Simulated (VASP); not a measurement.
Crystal: Y3F.

```
CELL_PARAMETERS angstrom
6.26665 0.00000 0.00000
-3.13333 5.42708 0.00000
0.00000 0.00000 3.36199
ATOMIC_POSITIONS crystal
Y 0.50000 0.00000 0.00000
Y 0.00000 0.50000 0.00000
Y 0.50000 0.50000 0.00000
F 0.00000 0.00000 0.00000
```

The cell was built by a generator and needn't be a form met in nature.

Base run:

| Quantity | Value |
| --- | --- |
| Program | VASP 6.6.1 |
| Functional | revPBE |
| Potentials or basis | VASP PAW PBE potentials, release 64 (Y_sv, F) |
| Cutoff | 520 eV |
| k mesh | 4 × 4 × 6 |
| Occupations | fermi-dirac, width 0.05 eV |
| Spin | no spin polarisation |

Its results: pressure 0.9 GPa.

Question: The run is repeated on the same cell with these changes: functional from revPBE to RPBE. What comes out?

Answer: Pressure 1.3 GPa.

Caveats: the PAW data sets were made with another functional, which shifts forces and pressure a little.

Not every run made on this cell is shown here.
